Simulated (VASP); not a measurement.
Computed with optB86b-vdW, VASP's PBE PAW potentials (set 64) (plane waves; VASP).

Input for VASP

**KPOINTS**
```
Automatic mesh
0
Gamma
15 15 15
0 0 0
```

INCAR:
```
! general
SYSTEM  =Ir
PREC    =Accurate
ENCUT   =520
LREAL   =.False.
LASPH   =.True.

! electronic loop
EDIFF   =1E-6
NELM    =100
ALGO    =Normal
LMAXMIX =6

! smearing
ISMEAR  =1
SIGMA   =0.1

! functional
GGA     =MK
LUSE_VDW=.True.
AGGAC   =0.0
PARAM1  =0.1234
PARAM2  =1.0

! ions
IBRION  =2
NSW     =60
ISIF    =3
EDIFFG  =-0.01

! output
LWAVE   =.False.
LCHARG  =.False.
```

**POSCAR**
```
Ir
1
    0.0000000000     1.9200000000     1.9200000000
    1.9200000000     0.0000000000     1.9200000000
    1.9200000000     1.9200000000     0.0000000000
Ir
1
Direct
  0.0000000000   0.0000000000   0.0000000000
```

POTCAR, in this order: Ir (PBE.64 set). Program: vasp_std.

The run wrote:

OSZICAR:
```
       N       E                     dE             d eps       ncg     rms          rms(c)
DAV:   1     0.438252522222E+02    0.43825E+02   -0.44981E+03  1976   0.102E+03
DAV:   2    -0.654668300031E+01   -0.50372E+02   -0.48475E+02  1928   0.203E+02
DAV:   3    -0.715219165501E+01   -0.60551E+00   -0.60279E+00  2896   0.302E+01
DAV:   4    -0.715541603049E+01   -0.32244E-02   -0.32235E-02  2400   0.150E+00
DAV:   5    -0.715544737110E+01   -0.31341E-04   -0.31340E-04  2888   0.942E-02    0.152E+01
DAV:   6    -0.669433323817E+01    0.46111E+00   -0.96620E-01  2216   0.137E+01    0.623E+00
DAV:   7    -0.660808247678E+01    0.86251E-01   -0.30080E-01  2520   0.713E+00    0.151E+00
DAV:   8    -0.660262750756E+01    0.54550E-02   -0.19391E-03  2128   0.685E-01    0.549E-01
DAV:   9    -0.660160467028E+01    0.10228E-02   -0.90713E-04  2512   0.504E-01    0.132E-02
DAV:  10    -0.660161093883E+01   -0.62685E-05   -0.52668E-06  2608   0.245E-02    0.487E-03
DAV:  11    -0.660161109257E+01   -0.15374E-06   -0.12997E-07  1584   0.453E-03
   1 F= -.66016111E+01 E0= -.66014929E+01  d E =-.660161E+01
       N       E                     dE             d eps       ncg     rms          rms(c)
DAV:   1    -0.684900069956E+01   -0.24739E+00   -0.10971E+01  2056   0.543E+01    0.377E+00
DAV:   2    -0.657341782848E+01    0.27558E+00   -0.81523E-01  2088   0.120E+01    0.199E+00
DAV:   3    -0.655072803408E+01    0.22690E-01   -0.10328E-01  2416   0.388E+00    0.958E-01
DAV:   4    -0.655073515510E+01   -0.71210E-05   -0.18666E-03  2536   0.359E-01    0.255E-01
DAV:   5    -0.655085144482E+01   -0.11629E-03   -0.21014E-04  2664   0.129E-01    0.282E-02
DAV:   6    -0.655086798178E+01   -0.16537E-04   -0.83574E-06  2648   0.213E-02    0.841E-04
DAV:   7    -0.655086801734E+01   -0.35569E-07   -0.77748E-08  1232   0.307E-03
   2 F= -.65508680E+01 E0= -.65507355E+01  d E =0.507431E-01
       N       E                     dE             d eps       ncg     rms          rms(c)
DAV:   1    -0.678755513133E+01   -0.23669E+00   -0.68629E+00  2048   0.430E+01    0.422E+00
DAV:   2    -0.662299980382E+01    0.16456E+00   -0.42275E-01  2096   0.904E+00    0.103E+00
DAV:   3    -0.660547011129E+01    0.17530E-01   -0.79703E-02  2304   0.358E+00    0.358E-01
DAV:   4    -0.660553374286E+01   -0.63632E-04   -0.77210E-04  2544   0.266E-01    0.152E-01
DAV:   5    -0.660565476767E+01   -0.12102E-03   -0.33324E-04  2576   0.155E-01    0.885E-03
DAV:   6    -0.660566534269E+01   -0.10575E-04   -0.70651E-06  2584   0.207E-02    0.179E-03
DAV:   7    -0.660566534400E+01   -0.13109E-08   -0.86852E-08  1296   0.274E-03
   3 F= -.66056653E+01 E0= -.66055466E+01  d E =-.405425E-02
       N       E                     dE             d eps       ncg     rms          rms(c)
DAV:   1    -0.660567469566E+01   -0.93530E-05   -0.25958E-04  2104   0.266E-01    0.239E-02
DAV:   2    -0.660566885639E+01    0.58393E-05   -0.15862E-05  2152   0.550E-02    0.831E-03
DAV:   3    -0.660566832408E+01    0.53231E-06   -0.29054E-06  1024   0.221E-02
   4 F= -.66056683E+01 E0= -.66055496E+01  d E =-.405723E-02
```

File OUTCAR:
```
------------------------ aborting loop because EDIFF is reached ----------------------------------------
  FORCE on cell =-STRESS in cart. coord.  units (eV):
  Direction    XX          YY          ZZ          XY          YZ          ZX
  --------------------------------------------------------------------------------------
  Total       -0.0009213     -0.0009213     -0.0009213      0.0000000      0.0000000     -0.0000000
  in kB       -0.1026576     -0.1026576     -0.1026576      0.0000000      0.0000000     -0.0000000
  external PRESSURE =      -0.1026576 kB  Pullay stress =       0.0000000 kB
  volume of cell :       14.38
      direct lattice vectors                 reciprocal lattice vectors
     0.000000000  1.930040109  1.930040109    -0.259061974  0.259061974  0.259061974
     1.930040109  0.000000000  1.930040109     0.259061974 -0.259061974  0.259061974
     1.930040109  1.930040109 -0.000000000     0.259061974  0.259061974 -0.259061974
 POSITION                                       TOTAL-FORCE (eV/Angst)
 -----------------------------------------------------------------------------------
      0.00000      0.00000      0.00000        -0.000000      0.000000      0.000000
 -----------------------------------------------------------------------------------
    total drift:                               -0.000000     -0.000000     -0.000000
  FREE ENERGIE OF THE ION-ELECTRON SYSTEM (eV)
  ---------------------------------------------------
  free  energy   TOTEN  =        -6.6056683241 eV

  energy  without entropy=       -6.6053122342  energy(sigma->0) =       -6.60554963

 reached required accuracy - stopping structural energy minimisation
```
(Selected blocks of OUTCAR.)

### CONTCAR
```
Ir
   1.00000000000000
     0.0000000000000000    1.9300401085959855    1.9300401085959855
     1.9300401085959855    0.0000000000000000    1.9300401085959855
     1.9300401085959855    1.9300401085959855   -0.0000000000000000
  Ir
     1
Direct
     0.0000000000000000    0.0000000000000000    0.0000000000000000
```

The compound is Ir in the fcc structure. This run relaxes it. Symmetry was kept, so distortions that lower it aren't found.
